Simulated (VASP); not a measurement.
TaMo2C3:

```
Ta Mo C
1.0
     3.32873    0.00000    0.00000
    -1.66436    2.88276    0.00000
     0.00000    0.00000    8.15971
Ta Mo C
1 2 3
Direct
  0.00000 0.00000 0.00000
  0.33333 0.66667 0.66667
  0.66667 0.33333 0.33333
  0.66667 0.33333 0.83333
  0.33333 0.66667 0.16667
  0.00000 0.00000 0.50000
```

The cell was built by a generator and needn't be a form met in nature.

```yaml
Program: VASP 6.6.1
Task: relaxation of cell and atoms
Functional: PBE
Potentials_or_basis: VASP PAW PBE potentials, release 64 (Ta_pv, Mo_sv, C)
Cutoff: 520 eV
k_mesh: 6 × 6 × 2
Occupations: gaussian, width 0.15 eV
Spin: no spin polarisation
```

At the start: pressure -42.0 GPa; volume 13.05 Å³/atom.

How do energy, volume and symmetry change on relaxing?

Over 10 steps the energy falls by 369.3 meV/atom and the volume is 10.70 Å³/atom (-18.0 %); space group P-3m1 (No. 164, to 0.05 Å).

Step by step:
```tsv
step	energy change (eV)	largest force (eV/Å)	pressure (GPa)	volume (Å³)
1	0.0000	0.2896	-42.03	78.30
2	7.9354	1.3225	234.00	45.56
3	-2.1726	0.3470	-6.54	65.67
4	-2.1989	0.3540	-2.71	64.80
5	-2.2034	0.3629	0.27	64.19
6	-2.2028	0.3507	-0.90	64.46
7	-2.2148	0.0327	-0.90	64.41
8	-2.2149	0.0256	-0.83	64.40
9	-2.2145	0.0317	1.57	63.94
10	-2.2157	0.0303	0.38	64.19
```

Final structure:
```
CELL_PARAMETERS angstrom
3.11168 0.00000 0.00000
-1.55584 2.69480 0.00000
0.00000 0.00000 7.65513
ATOMIC_POSITIONS crystal
Ta 0.00000 0.00000 0.00000
Mo 0.33333 0.66667 0.66920
Mo 0.66667 0.33333 0.33080
C 0.66667 0.33333 0.83138
C 0.33333 0.66667 0.16862
C 0.00000 0.00000 0.50000
```

Caveat: the k mesh is coarse (spacing up to 0.39 Å⁻¹), so the values aren't converged; the volume moved by over 15 % at a fixed basis, so the end points are rough.
